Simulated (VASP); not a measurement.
Input:

```xyz
2
Lattice="0.0000 3.5101 3.5101 3.5101 0.0000 3.5101 3.5101 3.5101 0.0000" Properties=species:S:1:pos:R:3 pbc="T T T"
K      0.0000     0.0000     0.0000
I      3.5101     3.5101     3.5101
```

All values below come from PBEsol GGA, VASP's PBE PAW potentials (set 64) (plane waves; VASP 6.6.1). Settings: 400 eV cut-off, 6×6×6 Γ-centred mesh, Gaussian smearing of 0.050 eV, potentials K_sv I.

Unless said otherwise, spin-orbit coupling is left out, though it shifts the bands of the heavy elements here.

Question: Predict the energy per atom (σ→0), band gap (on the k-mesh) with the smallest direct gap where there is one.

Answer: 
```yaml
band gap (on the k-mesh): 3.85 eV
smallest direct gap (on the k-mesh): 3.85 eV
energy per atom (σ→0): -2.908 eV/atom
```

The compound is KI in the rock salt structure. It was relaxed first. The start is the result of an earlier pass.
